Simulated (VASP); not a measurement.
These are PBE GGA, VASP's PBE PAW potentials (set 64) (plane waves; VASP 6.6.1) values and carry that method's errors.

VASP ran on this input.

**INCAR**
```
! general
SYSTEM =RhTe
PREC   =Accurate
ENCUT  =400
LREAL  =.False.   ! projection in real space or not
LASPH  =.True.   ! aspherical one-centre terms

! electronic loop
EDIFF  =1E-6   ! SCF stop (eV)
NELM   =100
ALGO   =Normal   ! blocked Davidson
LMAXMIX=4

! smearing
ISMEAR =1   ! Methfessel-Paxton
SIGMA  =0.1   ! width (eV)

! functional
GGA    =PE   ! PBE

! ions
IBRION =2
NSW    =60   ! most ionic steps
ISIF   =3   ! ions, shape and volume
EDIFFG =-0.01

! output
LWAVE  =.False.
LCHARG =.False.
```

POSCAR:
```
RhTe
1.0
  0.0000000000   2.9567765056   2.9567765056
  2.9567765056   0.0000000000   2.9567765056
  2.9567765056   2.9567765056   0.0000000000
Rh Te
1 1
Cart
  0.0000000000   0.0000000000   0.0000000000
  1.4783882528   1.4783882528   1.4783882528
```

**KPOINTS**
```
Automatic mesh
0
Gamma
10 10 10
0 0 0
```

POTCAR, in this order: Rh_pv Te (PBE.64 set). Program: vasp_std.

The run wrote:

OSZICAR:
```
       N       E                     dE             d eps       ncg     rms          rms(c)
DAV:   1     0.972002896421E+02    0.97200E+02   -0.10651E+04  1668   0.109E+03
DAV:   2    -0.818549152169E+01   -0.10539E+03   -0.10305E+03  1574   0.279E+02
DAV:   3    -0.105921629013E+02   -0.24067E+01   -0.23921E+01  1556   0.449E+01
DAV:   4    -0.106259546911E+02   -0.33792E-01   -0.33790E-01  1940   0.493E+00
DAV:   5    -0.106260785390E+02   -0.12385E-03   -0.12385E-03  1580   0.262E-01    0.747E+00
DAV:   6    -0.105651760596E+02    0.60902E-01   -0.22194E-01  1352   0.537E+00    0.399E+00
DAV:   7    -0.105473665301E+02    0.17810E-01   -0.10403E-01  1334   0.312E+00    0.212E+00
DAV:   8    -0.105347655737E+02    0.12601E-01   -0.55061E-02  1328   0.278E+00    0.287E-01
DAV:   9    -0.105348552246E+02   -0.89651E-04   -0.16281E-03  1484   0.319E-01    0.160E-01
DAV:  10    -0.105349395341E+02   -0.84310E-04   -0.29628E-04  1472   0.164E-01    0.371E-02
DAV:  11    -0.105349592349E+02   -0.19701E-04   -0.30439E-05  1508   0.474E-02    0.824E-03
DAV:  12    -0.105349617542E+02   -0.25193E-05   -0.70099E-06  1454   0.189E-02    0.601E-03
DAV:  13    -0.105349619527E+02   -0.19846E-06   -0.25067E-07  1174   0.547E-03
   1 F= -.10534962E+02 E0= -.10534852E+02  d E =-.105350E+02
       N       E                     dE             d eps       ncg     rms          rms(c)
DAV:   1    -0.105686442288E+02   -0.33682E-01   -0.49532E-01  1316   0.881E+00    0.135E+00
DAV:   2    -0.105476699698E+02    0.20974E-01   -0.29847E-01  1316   0.597E+00    0.732E-01
DAV:   3    -0.105353145745E+02    0.12355E-01   -0.40989E-02  1316   0.228E+00    0.170E-01
DAV:   4    -0.105349183847E+02    0.39619E-03   -0.28987E-03  1352   0.351E-01    0.817E-02
DAV:   5    -0.105349145764E+02    0.38083E-05   -0.11338E-04  1598   0.106E-01    0.772E-02
DAV:   6    -0.105349295651E+02   -0.14989E-04   -0.26283E-05  1550   0.453E-02    0.695E-03
DAV:   7    -0.105349287908E+02    0.77424E-06   -0.47423E-06  1526   0.227E-02
   2 F= -.10534929E+02 E0= -.10534810E+02  d E =0.331619E-04
       N       E                     dE             d eps       ncg     rms          rms(c)
DAV:   1    -0.105440297400E+02   -0.91002E-02   -0.12888E-01  1316   0.451E+00    0.683E-01
DAV:   2    -0.105386590800E+02    0.53707E-02   -0.78539E-02  1316   0.310E+00    0.379E-01
DAV:   3    -0.105353282019E+02    0.33309E-02   -0.10902E-02  1316   0.116E+00    0.869E-02
DAV:   4    -0.105352101906E+02    0.11801E-03   -0.74065E-04  1346   0.174E-01    0.383E-02
DAV:   5    -0.105352046896E+02    0.55011E-05   -0.35820E-05  1598   0.597E-02    0.363E-02
DAV:   6    -0.105352041294E+02    0.56017E-06   -0.73813E-06  1550   0.257E-02
   3 F= -.10535204E+02 E0= -.10535091E+02  d E =-.242177E-03
       N       E                     dE             d eps       ncg     rms          rms(c)
DAV:   1    -0.105355747273E+02   -0.37004E-03   -0.54471E-03  1316   0.927E-01    0.142E-01
DAV:   2    -0.105353456942E+02    0.22903E-03   -0.33990E-03  1316   0.641E-01    0.786E-02
DAV:   3    -0.105352003681E+02    0.14533E-03   -0.47302E-04  1316   0.243E-01    0.188E-02
DAV:   4    -0.105351941617E+02    0.62065E-05   -0.32633E-05  1370   0.366E-02    0.791E-03
DAV:   5    -0.105351935891E+02    0.57252E-06   -0.14400E-06  1018   0.122E-02
   4 F= -.10535194E+02 E0= -.10535080E+02  d E =-.231636E-03
       N       E                     dE             d eps       ncg     rms          rms(c)
DAV:   1    -0.105352643354E+02   -0.70174E-04   -0.95199E-04  1316   0.386E-01    0.589E-02
DAV:   2    -0.105352234676E+02    0.40868E-04   -0.57300E-04  1316   0.263E-01    0.321E-02
DAV:   3    -0.105352000825E+02    0.23385E-04   -0.79310E-05  1316   0.995E-02    0.758E-03
DAV:   4    -0.105351999282E+02    0.15424E-06   -0.56939E-06  1316   0.154E-02
   5 F= -.10535200E+02 E0= -.10535086E+02  d E =-.237976E-03
       N       E                     dE             d eps       ncg     rms          rms(c)
DAV:   1    -0.105352350434E+02   -0.34961E-04   -0.46388E-04  1316   0.271E-01    0.414E-02
DAV:   2    -0.105352143074E+02    0.20736E-04   -0.29255E-04  1316   0.188E-01    0.238E-02
DAV:   3    -0.105352025627E+02    0.11745E-04   -0.40567E-05  1316   0.712E-02    0.503E-03
DAV:   4    -0.105352027575E+02   -0.19473E-06   -0.27878E-06  1354   0.106E-02
   6 F= -.10535203E+02 E0= -.10535089E+02  d E =-.240805E-03
```

### OUTCAR
```
------------------------ aborting loop because EDIFF is reached ----------------------------------------
  FORCE on cell =-STRESS in cart. coord.  units (eV):
  Direction    XX          YY          ZZ          XY          YZ          ZX
  --------------------------------------------------------------------------------------
  Total       -0.0116160     -0.0116160     -0.0116160      0.0000000      0.0000000     -0.0000000
  in kB       -0.3613719     -0.3613719     -0.3613719      0.0000000      0.0000000     -0.0000000
  external PRESSURE =      -0.3613719 kB  Pullay stress =       0.0000000 kB
  volume of cell :       51.50
      direct lattice vectors                 reciprocal lattice vectors
     0.000000000  2.952980377  2.952980377    -0.169320461  0.169320461  0.169320461
     2.952980377  0.000000000  2.952980377     0.169320461 -0.169320461  0.169320461
     2.952980377  2.952980377  0.000000000     0.169320461  0.169320461 -0.169320461
 POSITION                                       TOTAL-FORCE (eV/Angst)
 -----------------------------------------------------------------------------------
      0.00000      0.00000      0.00000        -0.000000     -0.000000     -0.000000
      1.47649      1.47649      1.47649         0.000000      0.000000      0.000000
 -----------------------------------------------------------------------------------
    total drift:                                0.000000      0.000000      0.000000
  FREE ENERGIE OF THE ION-ELECTRON SYSTEM (eV)
  ---------------------------------------------------
  free  energy   TOTEN  =       -10.5352027575 eV

  energy  without entropy=      -10.5348608791  energy(sigma->0) =      -10.53508880

 reached required accuracy - stopping structural energy minimisation
```
(Selected blocks of OUTCAR.)

File CONTCAR:
```
RhTe
   1.00000000000000
     0.0000000000000000    2.9529803767503884    2.9529803767503884
     2.9529803767503884    0.0000000000000000    2.9529803767503884
     2.9529803767503884    2.9529803767503884    0.0000000000000000
  Rh              Te
     1     1
Direct
     0.0000000000000000    0.0000000000000000    0.0000000000000000
     0.2500000000000000    0.2500000000000000    0.2500000000000000
```

The structure was generated: RhTe was put into the zinc blende type (F-43m), which need not be its known phase. This run relaxes it. Symmetry was kept, so distortions that lower it aren't found. The start is the result of an earlier pass. The electron count is odd and the run is not spin-polarised, which forces a metal.
